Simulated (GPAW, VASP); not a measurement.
An input for GPAW (PBE, GPAW PAW datasets PBE (gpaw-data 1.0.1)):

```
from ase import Atoms
from ase.units import GPa
from gpaw import GPAW

atoms = Atoms(['Al', 'Ni'],
              cell=[[2.866859, 0.000000, 0.000000],
                    [0.000000, 2.866859, 0.000000],
                    [0.000000, 0.000000, 2.866859]],
              scaled_positions=[[0.500000, 0.500000, 0.500000],
                                [0.000000, 0.000000, 0.000000]],
              pbc=True)

calc = GPAW(mode={'name': 'pw', 'ecut': 800},
            xc='PBE',
            kpts=(11, 11, 11),
            occupations={'name': 'methfessel-paxton', 'width': 0.136, 'order': 0},
            nbands=-8,
            convergence={'density': 1e-05},
            symmetry={'symmorphic': False, 'tolerance': 0.0005},
            maxiter=120,
            txt='-')

atoms.calc = calc

energy = atoms.get_potential_energy()
print('Energy (eV):', round(energy, 6))
forces = atoms.get_forces()
print('Forces (eV/Ang):')
print(forces.round(5))
stress = atoms.get_stress()
print('Stress (GPa, Voigt):', (stress / GPa).round(4))
```

Translate it to VASP.

One set of files that does it:

KPOINTS:
```
Automatic mesh
0
Gamma
11 11 11
0 0 0
```

### POSCAR
```
AlNi
1
    2.8668590000     0.0000000000     0.0000000000
    0.0000000000     2.8668590000     0.0000000000
    0.0000000000     0.0000000000     2.8668590000
Al Ni
1 1
Direct
  0.5000000000   0.5000000000   0.5000000000
  0.0000000000   0.0000000000   0.0000000000
```

### INCAR
```
SYSTEM  =  AlNi
PREC  =  Accurate; ENCUT  =  300; LREAL  =  .FALSE.
LASPH  =  .TRUE.
EDIFF  =  1E-6; NELM  =  100; ALGO  =  Normal
LMAXMIX  =  4
ISMEAR  =  0; SIGMA  =  0.136
GGA  =  PE
ISIF  =  2
LWAVE  =  .FALSE.; LCHARG  =  .FALSE.
```

POTCAR, in this order: Al Ni (PBE.64 set). Program: vasp_std.

Both inputs were run and reached self-consistency, which says nothing on mesh or cut-off. Potentials, basis and cut-offs are each code's own, so they don't translate, and total energies aren't comparable.

The structure comes from a computed database's AlNi entry (Pm-3m); how it stands against other phases isn't given here. The cell was not relaxed at this level, and it may have been scaled.
